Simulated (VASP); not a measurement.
Input:

```
ZrO2
1.0
    0.00000     2.48937     2.48937
    2.48937     0.00000     2.48937
    2.48937     2.48937     0.00000
Zr O
1 2
Direct
  0.00000   0.00000   0.00000
  0.25000   0.25000   0.25000
  0.75000   0.75000   0.75000
```

These are r2SCAN+rVV10, VASP's PBE PAW potentials (set 64) (plane waves; VASP 6.6.1) values and carry that method's errors. Run with 520 eV cut-off, 8×8×8 Γ-centred mesh, Gaussian smearing of 0.050 eV, potentials Zr_sv O.

Question: Give the stress tensor in GPa (positive for a compressed cell).

Answer: 
```
18.41   0.00   0.00
 0.00  18.41   0.00
 0.00   0.00  18.41
```
The pressure is its mean diagonal, 18.41 GPa.

The compound is ZrO2 in the fluorite structure, the high-temperature cubic form, which is unstable at 0 K; the monoclinic form is the stable one. This cell is one point of a volume scan, at 0.94 of the reference volume.
